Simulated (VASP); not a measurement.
# NbAg3 (I4/mmm) in VASP: further runs, part 2 of 2

VASP 6.6.1. Earlier steps stand in the parts before.

**4. Single point, r2SCAN+U**

This run uses another cell than the first one, of 18.56 Å³/atom, 1.056 times its volume.

The input, POSCAR:

```
NbAg3
1.0
    0.0000000000      4.2358513699      0.0000000000
    4.2358513699      0.0000000000      0.0000000000
    2.1179256850      2.1179256850     -4.1385961730
Ag Nb
3 1
Direct
    0.7500000000      0.2500000000      0.5000000000
    0.2500000000      0.7500000000      0.5000000000
    0.5000000000      0.5000000000      0.0000000000
    0.0000000000      0.0000000000      0.0000000000
```

The input, INCAR.step1:

```
SYSTEM = NbAg3
PREC = Accurate
ENCUT = 520
ISMEAR = -1
SIGMA = 0.1
LREAL = .False.
LASPH = .True.
NELM = 150
LMAXMIX = 4
LDAU = .True.
LDAUTYPE = 2
LDAUL = -1 2
LDAUU = 0 6
LDAUJ = 0 0
NBANDS = 31
GGA = PE
ALGO = Normal
EDIFF = 1E-4
LWAVE = .True.
LCHARG = .False.
```

The input, INCAR.step2:

```
SYSTEM = NbAg3
PREC = Accurate
ENCUT = 520
EDIFF = 1E-7
ISMEAR = -1
SIGMA = 0.1
LREAL = .False.
LASPH = .True.
NELM = 150
ALGO = Normal
ISIF = 2
LWAVE = .False.
LCHARG = .False.
LMAXMIX = 4
LDAU = .True.
LDAUTYPE = 2
LDAUL = -1 2
LDAUU = 0 6
LDAUJ = 0 0
LDAUPRINT = 1
METAGGA = R2SCAN
LMIXTAU = .True.
NBANDS = 31
ISTART = 1
```

The input, KPOINTS:

```
regular mesh
0
Gamma
  5 5 5
  0 0 0
```

Potentials or basis: VASP PAW PBE potentials, release 64 (Ag, Nb_sv).

Started as:

```
$ cat potpaw_PBE.64/Ag/POTCAR potpaw_PBE.64/Nb_sv/POTCAR > POTCAR
$ cp INCAR.step1 INCAR
$ mpirun -np 1 vasp_std > vasp.out
$ cp INCAR.step2 INCAR
$ mpirun -np 1 vasp_std > vasp.out
```

OUTCAR:

```text
SYSTEM = NbAg3
   PREC = Accurate
   ENCUT = 520
   EDIFF = 1E-7
   ISMEAR = -1
   LREAL = .False.
   LASPH = .True.
   NELM = 150
   ISIF = 2
   METAGGA = R2SCAN
   ISTART = 1

 ion  position               nearest neighbor table
   1  0.750  0.250  0.500-   3 2.96   4 2.96   3 2.96   4 2.96   3 2.96   4 2.96   3 2.96   4 2.96
                             2 3.00   2 3.00   2 3.00   2 3.00
   2  0.250  0.750  0.500-   4 2.96   3 2.96   4 2.96   3 2.96   3 2.96   4 2.96   3 2.96   4 2.96
                             1 3.00   1 3.00   1 3.00   1 3.00
   3  0.500  0.500  0.000-   2 2.96   1 2.96   2 2.96   1 2.96   1 2.96   2 2.96   1 2.96   2 2.96
                             4 3.00   4 3.00   4 3.00   4 3.00
   4  0.000  0.000  0.000-   1 2.96   2 2.96   1 2.96   2 2.96   1 2.96   2 2.96   1 2.96   2 2.96
                             3 3.00   3 3.00   3 3.00   3 3.00

  LATTYP: Found a body centered tetragonal cell.
 ALAT       =     4.2358513699
 C/A-ratio  =     1.9540799767

  Lattice vectors:

 A1 = (  -2.1179256850,   2.1179256849,   4.1385961730)
 A2 = (   2.1179256849,  -2.1179256850,   4.1385961730)
 A3 = (   2.1179256850,   2.1179256850,  -4.1385961730)

Analysis of symmetry for initial positions (statically):
=====================================================================
 Subroutine PRICEL returns:
 Original cell was already a primitive cell.

 Routine SETGRP: Setting up the symmetry group for a
 body centered tetragonal supercell.

 Subroutine GETGRP returns: Found 16 space group operations
 (whereof 16 operations were pure point group operations)
 out of a pool of 16 trial point group operations.

[... 178 lines left out ...]
  o =  0.1446  v = -0.0000 -0.0701  0.0000 -0.9975  0.0000  0.0000  0.0000  0.0000  0.0000  0.0000      0.0000  0.0000  0.0000  0.0000  0.0000  0.0000  0.0000  0.0000  0.0000  0.0000
  o =  0.1446  v =  0.0000  0.0000  0.0000  0.0000  0.0000 -0.0000 -0.0701  0.0000 -0.9975  0.0000      0.0000  0.0000  0.0000  0.0000  0.0000  0.0000  0.0000  0.0000  0.0000  0.0000
  o =  0.1446  v =  0.0000  0.9975 -0.0000 -0.0701  0.0000  0.0000  0.0000  0.0000  0.0000  0.0000      0.0000  0.0000  0.0000  0.0000  0.0000  0.0000  0.0000  0.0000  0.0000  0.0000
  o =  0.1446  v =  0.0000  0.0000  0.0000  0.0000  0.0000  0.0000  0.9975 -0.0000 -0.0701  0.0000      0.0000  0.0000  0.0000  0.0000  0.0000  0.0000  0.0000  0.0000  0.0000  0.0000
  o =  0.5201  v =  0.0000  0.0000  0.0000  0.0000  0.0000  1.0000 -0.0000  0.0000 -0.0000  0.0000      0.0000  0.0000  0.0000  0.0000  0.0000  0.0000  0.0000  0.0000  0.0000  0.0000
  o =  0.5201  v =  1.0000 -0.0000  0.0000 -0.0000  0.0000  0.0000  0.0000  0.0000  0.0000  0.0000      0.0000  0.0000  0.0000  0.0000  0.0000  0.0000  0.0000  0.0000  0.0000  0.0000

 number of electron      46.0000008 magnetization

 Free energy of the ion-electron system (eV)
  ---------------------------------------------------
  ext. energy  EPLUGINS =         0.00000000
  ---------------------------------------------------
  free energy    TOTEN  =       -82.39401615 eV

  energy without entropy =      -82.33644220  energy(sigma->0) =      -82.36522918

 E-fermi :   8.9417     XC(G=0): -12.8527

 val. band max:        8.8902720864   @ k =   0.4000   0.4000   0.0000
 cond. band min:       9.0032361464   @ k =  -0.2000   0.2000   0.0000
 fundamental gap:      0.1129640601
 Fermi energy:         8.9417133108

 k-point     1 :       0.0000    0.0000    0.0000
  band No.  band energies     occupation
      1     -50.0455      2.00000
      2     -25.7132      2.00000
      3     -25.0257      2.00000
      4     -25.0256      2.00000
      5       0.9171      2.00000
      6       2.2798      2.00000
[... 601 lines left out ...]
     30      18.1802      0.00000
     31      18.7155      0.00000

------------------------ aborting loop because EDIFF is reached ----------------------------------------

  FORCE on cell =-STRESS in cart. coord.  units (eV):
  Direction    XX          YY          ZZ          XY          YZ          ZX
  --------------------------------------------------------------------------------------
  -------------------------------------------------------------------------------------
  Total       -2.1428393     -2.1428393     -2.3504378      0.0000000      0.0000000      0.0000000
  in kB      -46.2344510    -46.2344510    -50.7136498      0.0000000      0.0000000      0.0000000
  external PRESSURE =     -47.7275173 kB  Pullay stress =       0.0000000 kB

 VOLUME and BASIS-vectors are now :
 -----------------------------------------------------------------------------
  energy-cutoff  :      520.00
  volume of cell :       74.26
      direct lattice vectors                 reciprocal lattice vectors
     0.000000000  4.235851370  0.000000000     0.000000000  0.236080049  0.120813913
     4.235851370  0.000000000  0.000000000     0.236080049  0.000000000  0.120813913
     2.117925685  2.117925685 -4.138596173     0.000000000  0.000000000 -0.241627827

 POSITION                                       TOTAL-FORCE (eV/Angst)
 -----------------------------------------------------------------------------------
      2.11793      4.23585     -2.06930         0.000000      0.000000      0.000000
      4.23585      2.11793     -2.06930        -0.000000     -0.000000     -0.000000
      2.11793      2.11793      0.00000         0.000000     -0.000000     -0.000000
      0.00000      0.00000      0.00000         0.000000     -0.000000     -0.000000
 -----------------------------------------------------------------------------------
    total drift:                               -0.000000     -0.000000      0.000000

  FREE ENERGIE OF THE ION-ELECTRON SYSTEM (eV)
  ---------------------------------------------------
  free  energy   TOTEN  =       -82.3940161538 eV

  energy  without entropy=      -82.3364421967  energy(sigma->0) =      -82.36522918
```

Wall time 2.6 min (1 thread of Intel Xeon Platinum 8488C (Sapphire Rapids), shared host); peak memory 0.22 GiB.

Results:

```
Free energy            : -82.3940 eV
Pressure               : -4.8 GPa
Band gap on the k mesh : none (metal or under the smearing width)
```

Eigenvalues of the final occupation matrices:
| site | spin | trace | eigenvalues |
| --- | --- | --- | --- |
| site 4 d | 1 | 0.98 | 0.08 0.09 0.14 0.14 0.52 |
| site 4 d | 2 | 0.98 | 0.08 0.09 0.14 0.14 0.52 |

Caveat: the PAW data sets were made with another functional, which shifts forces and pressure a little; U without spin polarisation on a metal has little footing; the U is typed as a test and isn't derived for this compound.

**5. Single point, r2SCAN+U**

The input, POSCAR:

```
NbAg3
1.0
    0.0000000000      4.2196429614      0.0000000000
    4.2196429614      0.0000000000      0.0000000000
    2.1098214807      2.1098214807     -3.9487045773
Ag Nb
3 1
Direct
    0.7500000000      0.2500000000      0.5000000000
    0.2500000000      0.7500000000      0.5000000000
    0.5000000000      0.5000000000      0.0000000000
    0.0000000000      0.0000000000      0.0000000000
```

The input, INCAR.step1:

```
ALGO = Normal
EDIFF = 1E-4
ENCUT = 520
GGA = PE
ISMEAR = -1
LASPH = T
LCHARG = F
LDAU = T
LDAUJ = 0 0
LDAUL = -1 2
LDAUTYPE = 2
LDAUU = 0 2.89
LMAXMIX = 4
LREAL = F
LWAVE = T
NBANDS = 31
NELM = 150
PREC = Accurate
SIGMA = 0.1
```

The input, INCAR.step2:

```
ALGO = Normal
EDIFF = 1E-6
ENCUT = 520
ISIF = 2
ISMEAR = -1
ISTART = 1
LASPH = T
LCHARG = T
LDAU = T
LDAUJ = 0 0
LDAUL = -1 2
LDAUPRINT = 1
LDAUTYPE = 2
LDAUU = 0 2.89
LELF = T
LMAXMIX = 4
LMIXTAU = T
LREAL = F
LVHAR = T
LWAVE = F
METAGGA = R2SCAN
NBANDS = 31
NELM = 150
PREC = Accurate
SIGMA = 0.1
```

The input, KPOINTS:

```
k-points
0
Gamma
  5 5 5
```

Potentials or basis: VASP PAW PBE potentials, release 64 (Ag, Nb_sv).

Started as:

```
$ cat potpaw_PBE.64/Ag/POTCAR potpaw_PBE.64/Nb_sv/POTCAR > POTCAR
$ cp INCAR.step1 INCAR
$ mpirun -np 1 vasp_std > vasp.out
$ cp INCAR.step2 INCAR
$ mpirun -np 1 vasp_std > vasp.out
```

OUTCAR:

```text
EDIFF = 1E-6
   ENCUT = 520
   ISIF = 2
   ISMEAR = -1
   ISTART = 1
   LASPH = T
   LREAL = F
   METAGGA = R2SCAN
   NELM = 150
   PREC = Accurate

 ion  position               nearest neighbor table
   1  0.750  0.250  0.500-   3 2.89   4 2.89   3 2.89   4 2.89   3 2.89   4 2.89   3 2.89   4 2.89
                             2 2.98   2 2.98   2 2.98   2 2.98
   2  0.250  0.750  0.500-   4 2.89   3 2.89   3 2.89   4 2.89   3 2.89   4 2.89   4 2.89   3 2.89
                             1 2.98   1 2.98   1 2.98   1 2.98
   3  0.500  0.500  0.000-   2 2.89   1 2.89   1 2.89   2 2.89   1 2.89   2 2.89   2 2.89   1 2.89
                             4 2.98   4 2.98   4 2.98   4 2.98
   4  0.000  0.000  0.000-   1 2.89   2 2.89   1 2.89   2 2.89   1 2.89   2 2.89   1 2.89   2 2.89
                             3 2.98   3 2.98   3 2.98   3 2.98

  LATTYP: Found a body centered tetragonal cell.
 ALAT       =     4.2196429614
 C/A-ratio  =     1.8715823179

  Lattice vectors:

 A1 = (  -2.1098214807,   2.1098214807,   3.9487045773)
 A2 = (   2.1098214807,  -2.1098214807,   3.9487045773)
 A3 = (   2.1098214807,   2.1098214807,  -3.9487045773)

Analysis of symmetry for initial positions (statically):
[... 207 lines left out ...]
 E-fermi :   9.4344     XC(G=0): -13.2065

 val. band max:        9.4326414182   @ k =   0.0000   0.0000   0.0000
 cond. band min:       9.5116234183   @ k =   0.0000   0.0000   0.2000
 fundamental gap:      0.0789820001
 Fermi energy:         9.4343590758

 k-point     1 :       0.0000    0.0000    0.0000
  band No.  band energies     occupation
      1     -48.8056      2.00000
      2     -24.2611      2.00000
      3     -23.9778      2.00000
      4     -23.9778      2.00000
      5       1.3060      2.00000
      6       2.5880      2.00000
[... 601 lines left out ...]
     30      19.4520      0.00000
     31      19.4729      0.00000

------------------------ aborting loop because EDIFF is reached ----------------------------------------

  FORCE on cell =-STRESS in cart. coord.  units (eV):
  Direction    XX          YY          ZZ          XY          YZ          ZX
  --------------------------------------------------------------------------------------
  -------------------------------------------------------------------------------------
  Total        0.0231765      0.0231765     -1.2620892      0.0000000     -0.0000000      0.0000000
  in kB        0.5281440      0.5281440    -28.7603770      0.0000000     -0.0000000      0.0000000
  external PRESSURE =      -9.2346963 kB  Pullay stress =       0.0000000 kB

 VOLUME and BASIS-vectors are now :
 -----------------------------------------------------------------------------
  energy-cutoff  :      520.00
  volume of cell :       70.31
      direct lattice vectors                 reciprocal lattice vectors
     0.000000000  4.219642961  0.000000000     0.000000000  0.236986875  0.126623805
     4.219642961  0.000000000  0.000000000     0.236986875  0.000000000  0.126623805
     2.109821481  2.109821481 -3.948704577     0.000000000  0.000000000 -0.253247611

 POSITION                                       TOTAL-FORCE (eV/Angst)
 -----------------------------------------------------------------------------------
      2.10982      4.21964     -1.97435        -0.000000     -0.000000      0.000000
      4.21964      2.10982     -1.97435         0.000000      0.000000      0.000000
      2.10982      2.10982      0.00000         0.000000     -0.000000      0.000000
      0.00000      0.00000      0.00000         0.000000     -0.000000      0.000000
 -----------------------------------------------------------------------------------
    total drift:                               -0.000000     -0.000000      0.000000

  FREE ENERGIE OF THE ION-ELECTRON SYSTEM (eV)
  ---------------------------------------------------
  free  energy   TOTEN  =       -84.8286507154 eV

  energy  without entropy=      -84.7345289345  energy(sigma->0) =      -84.78158982
```

OUTCAR.step1:

```text
EDIFF = 1E-4
   ENCUT = 520
   GGA = PE
   ISMEAR = -1
   LASPH = T
[... 839 lines left out ...]
      2.10982      4.21964     -1.97435        -0.000000      0.000000     -0.000000
      4.21964      2.10982     -1.97435         0.000000     -0.000000      0.000000
      2.10982      2.10982      0.00000        -0.000000      0.000000      0.000000
      0.00000      0.00000      0.00000        -0.000000      0.000000      0.000000
 -----------------------------------------------------------------------------------
    total drift:                               -0.000000     -0.000000      0.000000

  FREE ENERGIE OF THE ION-ELECTRON SYSTEM (eV)
  ---------------------------------------------------
  free  energy   TOTEN  =       -14.4057946838 eV

  energy  without entropy=      -14.3060562641  energy(sigma->0) =      -14.35592547
```

OSZICAR.step1:

```text
N       E                     dE             d eps       ncg     rms          rms(c)
DAV:   1     0.374956159899E+03    0.37496E+03   -0.23896E+04  1116   0.150E+03
DAV:   2    -0.222940250386E+01   -0.37719E+03   -0.36339E+03  1242   0.431E+02
DAV:   3    -0.158505093565E+02   -0.13621E+02   -0.13101E+02  1627   0.755E+01
DAV:   4    -0.164866125798E+02   -0.63610E+00   -0.63312E+00  1588   0.144E+01
DAV:   5    -0.165033173754E+02   -0.16705E-01   -0.16699E-01  1564   0.221E+00    0.116E+01
DAV:   6    -0.144979980002E+02    0.20053E+01   -0.49967E+00  1456   0.184E+01    0.634E+00
DAV:   7    -0.144150366442E+02    0.82961E-01   -0.41734E-01  1802   0.441E+00    0.353E+00
DAV:   8    -0.144120737862E+02    0.29629E-02   -0.48680E-02  1392   0.186E+00    0.771E-01
DAV:   9    -0.144056806531E+02    0.63931E-02   -0.13059E-02  1488   0.117E+00    0.203E-01
DAV:  10    -0.144056195156E+02    0.61137E-04   -0.22060E-03  1638   0.303E-01    0.984E-02
DAV:  11    -0.144057767078E+02   -0.15719E-03   -0.23992E-04  1169   0.131E-01    0.279E-02
DAV:  12    -0.144057946838E+02   -0.17976E-04   -0.49104E-05   726   0.679E-02
   1 F= -.14405795E+02 E0= -.14355925E+02  d E =-.997384E-01
```

Wall time 2 min (1 thread of Intel Xeon Platinum 8488C (Sapphire Rapids), shared host); peak memory 0.21 GiB.

What came out:

| Item | Value |
| --- | --- |
| Free energy | -84.8287 eV |
| Pressure | -0.9 GPa |
| Band gap on the k mesh | none (metal or under the smearing width) |

Stress tensor (GPa, compression positive):
```
 0.05  0.00  0.00
 0.00  0.05  0.00
 0.00  0.00 -2.88
```

Eigenvalues of the final occupation matrices:
```
    site  spin  trace               eigenvalues
site 4 d     1   1.04  0.11 0.18 0.24 0.24 0.28
site 4 d     2   1.04  0.11 0.18 0.24 0.24 0.28
```

Caveat: the PAW data sets were made with another functional, which shifts forces and pressure a little; U without spin polarisation on a metal has little footing; the U is typed as a test and isn't derived for this compound.
